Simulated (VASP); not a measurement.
A convergence study with VASP on ZrN (rock salt): one setting is varied, all else stays as given below, so the limit is that of these other settings.

```yaml
crystal:
  lattice:
    - [0.00000, 2.29000, 2.29000]
    - [2.29000, 0.00000, 2.29000]
    - [2.29000, 2.29000, 0.00000]
  atoms:
    - { symbol: Zr, position: [0.00000, 0.00000, 0.00000] }
    - { symbol: N, position: [0.50000, 0.50000, 0.50000] }
```

Computed with PBE GGA, VASP's PBE PAW potentials (set 64) (plane waves; VASP). The tightest run used: 700 eV cut-off, 19×19×19 Monkhorst-Pack mesh, first-order Methfessel-Paxton smearing of 0.10 eV, potentials Zr_sv N.

```json
[
 {"setting": "1×1×1 mesh", "E (eV/atom)": "-1.1923", "pressure (GPa)": "101.15", "irreducible k-points": "1"},
 {"setting": "2×2×2 mesh", "E (eV/atom)": "-10.0833", "pressure (GPa)": "4.35", "irreducible k-points": "2"},
 {"setting": "3×3×3 mesh", "E (eV/atom)": "-10.0886", "pressure (GPa)": "4.79", "irreducible k-points": "4"},
 {"setting": "4×4×4 mesh", "E (eV/atom)": "-10.1548", "pressure (GPa)": "3.21", "irreducible k-points": "10"}
]
```

**Question.** These are the cheaper rows. Estimate the results at 19×19×19 mesh, and how far the last row shown lies from them.

**Answer.** 
| quantity | tightest run | last row shown is off by |
|---|---|---|
| E (eV/atom) | -10.1875 | 0.0327 |
| pressure (GPa) | 2.60 | 0.61 |

Left out are rungs that failed or repeat a setting and relaxations that didn't move; long series are thinned to 24 rows.

The compound is ZrN in the rock salt structure. The cell was not relaxed at this level. The electron count is odd and the run is not spin-polarised, which forces a metal.
